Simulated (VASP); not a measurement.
Consider the following.

```xyz
5
Lattice="-2.1898 2.1898 5.1145 2.1898 -2.1898 5.1145 2.1898 2.1898 -5.1145" Properties=species:S:1:pos:R:3 pbc="T T T"
Sr     0.0000     0.0000     0.0000
Ge     0.0000     0.0000     6.4413
Ge     0.0000     0.0000     3.7877
Pd     2.1898     0.0000     2.5573
Pd     0.0000     2.1898     2.5573
```

These are LDA (Ceperley-Alder, Perdew-Zunger), VASP's LDA PAW potentials (set 64) (plane waves; VASP) values and carry that method's errors. Numerical set-up: 300 eV cut-off, 7×7×7 Γ-centred mesh, Gaussian smearing of 0.14 eV, potentials Sr_sv Ge_d Pd.

At this cut-off the stress carries a Pulay error, which pulls relaxed volumes low.

Predict the energy per atom (σ→0), pressure, band gap (on the k-mesh) with the smallest direct gap where there is one.

```yaml
band gap (on the k-mesh): none (metal, semimetal or under 0.01 eV)
energy per atom (σ→0): -5.807 eV/atom
pressure: -4.30 GPa
```

Total energies compare only between runs with the same potentials, cut-off and functional.

The structure comes from a computed database's Pd2SrGe2 entry; how it stands against other phases isn't given here. The cell was not relaxed at this level.
